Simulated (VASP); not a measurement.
Input:

```
CELL_PARAMETERS angstrom
      3.38301     0.00000     0.00000
     -1.69150     2.92977     0.00000
      0.00000     0.00000    13.99820
ATOMIC_POSITIONS crystal
  W  0.66667 0.33333 0.75000
  W  0.33333 0.66667 0.25000
  Se 0.33333 0.66667 0.87100
  Se 0.66667 0.33333 0.12900
  Se 0.66667 0.33333 0.37100
  Se 0.33333 0.66667 0.62900
```

Computed with PBE GGA, VASP's PBE PAW potentials (set 64) (plane waves; VASP 6.6.1). Run with 300 eV cut-off, 9×9×2 Γ-centred mesh, Fermi-Dirac smearing of 0.010 eV, potentials W_sv Se.

At this cut-off the stress carries a Pulay error, which pulls relaxed volumes low. Unless said otherwise, spin-orbit coupling is left out, though it shifts the bands of the heavy elements here.

Q: Estimate the energy per atom (σ→0), pressure, largest force, band gap (on the k-mesh) with the smallest direct gap where there is one.

A: 
```yaml
band gap (on the k-mesh): 1.26 eV
smallest direct gap (on the k-mesh): 1.35 eV
energy per atom (σ→0): -7.191 eV/atom
pressure: -4.85 GPa
largest_force: 0.01125 Ha/bohr
```

Only differences to runs with the same potentials and settings are physical.

The structure comes from a computed database's WSe2 entry; how it stands against other phases isn't given here. The cell was not relaxed at this level.
